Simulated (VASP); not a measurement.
Data:

```
CELL_PARAMETERS angstrom
      1.83000    -3.16965     0.00000
      1.83000     3.16965     0.00000
      0.00000     0.00000     5.82000
ATOMIC_POSITIONS crystal
  Zr 0.00000 0.00000 0.00000
  S  0.33333 0.66667 0.25000
  S  0.66667 0.33333 0.75000
```

Level of theory: PBE GGA, VASP's PBE PAW potentials (set 64) (plane waves; VASP). Settings: 400 eV cut-off, KSPACING 0.16 per Å, Gaussian smearing of 0.050 eV, potentials Zr_sv S.

**Question.** Give the stress tensor in GPa (positive for a compressed cell).

**Answer.** 
```
1.24  0.00  0.00
0.00  1.24  0.00
0.00  0.00  1.78
```
The pressure is its mean diagonal, 1.42 GPa.

The compound is ZrS2 in the 1T layered structure. The cell was not relaxed at this level. The run is one of a series of settings (KGAMMA = .TRUE., KSPACING = 0.16, KPOINTS file removed against the base run), some of them coarse on purpose.
